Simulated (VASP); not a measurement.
Data:

```
CELL_PARAMETERS angstrom
      0.00000     3.58450     3.58450
      3.58450     0.00000     3.58450
      3.58450     3.58450     0.00000
ATOMIC_POSITIONS crystal
  Sn 0.00000 0.00000 0.00000
  Te 0.75000 0.75000 0.75000
```

These are r2SCAN meta-GGA, VASP's PBE PAW potentials (set 64) (plane waves; VASP 6.6.1) values and carry that method's errors. Settings: 400 eV cut-off, 7×7×7 Γ-centred mesh, tetrahedra with Blöchl corrections, potentials Sn_d Te.

Unless said otherwise, spin-orbit coupling is left out, though it shifts the bands of the heavy elements here.

Task: Give the energies of bands 7 to 13 at the high-symmetry points, in eV from the valence-band maximum.

Result: 
| band | Γ | X | U | L | W |
|---|---|---|---|---|---|
| 7 | -5.21 | -7.81 | -7.75 | -7.40 | -7.78 |
| 8 | -2.24 | -3.51 | -3.92 | -2.81 | -3.79 |
| 9 | -2.24 | -3.51 | -3.31 | -2.81 | -3.69 |
| 10 | -2.24 | -0.78 | -0.57 | -2.18 | 0.00 |
| 11 | 1.00 | 0.08 | 1.21 | 1.86 | 1.48 |
| 12 | 1.00 | 4.14 | 3.23 | 1.86 | 2.26 |
| 13 | 1.00 | 4.14 | 3.36 | 3.65 | 3.23 |

The gap is indirect, 0.08 eV, from the valence maximum at W to the conduction minimum at X.

The structure comes from a computed database's SnTe entry (F-43m); how it stands against other phases isn't given here. It was relaxed first.
